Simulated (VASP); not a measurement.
The system is Cu.

```
CELL_PARAMETERS angstrom
0.00000 1.81701 1.81701
1.81701 0.00000 1.81701
1.81701 1.81701 0.00000
ATOMIC_POSITIONS crystal
Cu 0.00000 0.00000 0.00000
```

Base run:

| Item | Value |
| --- | --- |
| Program | VASP 6.6.1 |
| Functional | PBE0 |
| Potentials or basis | VASP PAW PBE potentials, release 64 (Cu) |
| Cutoff | 450 eV |
| k mesh | 11 × 11 × 11 |
| Occupations | methfessel-paxton, width 0.1 eV |
| Spin | no spin polarisation |

Its results: band gap on the k mesh none (metal or under the smearing width); pressure -1.8 GPa.

Q: The run is repeated on the same cell with these changes: functional from PBE0 to HSE06. What comes out?

A: Band gap on the k mesh none (metal or under the smearing width); pressure -1.2 GPa.

Caveats: the PAW data sets were made with another functional, which shifts forces and pressure a little.
